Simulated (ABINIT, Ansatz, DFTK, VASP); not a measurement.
# One calculation of HfGe, 4 ways

```
Hf Ge
1.0
     3.50084    0.00000    0.00000
     0.00000    3.50084    0.00000
     0.00000    0.00000    3.50084
Hf Ge
1 1
Direct
  0.00000 0.00000 0.00000
  0.50000 0.50000 0.50000
```

The cell comes from a database or a generator and needn't be the stable form of this composition.

Alike in all runs: task single point; functional PBE; k mesh 8 × 8 × 8; occupations fermi-dirac, width 0.05 eV; no spin polarisation; no spin-orbit coupling. A missing gap at this level doesn't show that the real crystal is a metal. Pressure is positive in compression and, in plane waves, holds the error of the finite cutoff, which Ansatz's Pulay term estimates and takes out.

```tsv
program and potentials	plane-wave cutoff (eV)	notes	band gap (eV)	pressure (GPa)
VASP, PBE PAW files Ge_d, Hf_pv, 520 eV	520	12 valence electrons an atom on average	no gap	-11.62
Ansatz, Ansatz PAW (earlier soft set)	420	20 valence electrons an atom on average; Pulay term of +0.03 GPa included	no gap	-11.29
DFTK, PseudoDojo SR PBE 0.4.1 standard (PBE)	1061	13 valence electrons an atom on average	no gap	-11.38
ABINIT, JTH PAW PBE v2.0	599	13 valence electrons an atom on average	no gap	-11.92
```

None finds a gap. The pressure spans -11.92 (ABINIT, JTH PAW PBE v2.0) to -11.29 GPa (Ansatz, Ansatz PAW (earlier soft set)). The cell lies far from this level's equilibrium.

Differences between rows come from potentials, basis sets and numerical settings, since the functional is the same but for its coding. Runs on potential files found faulty are left out.
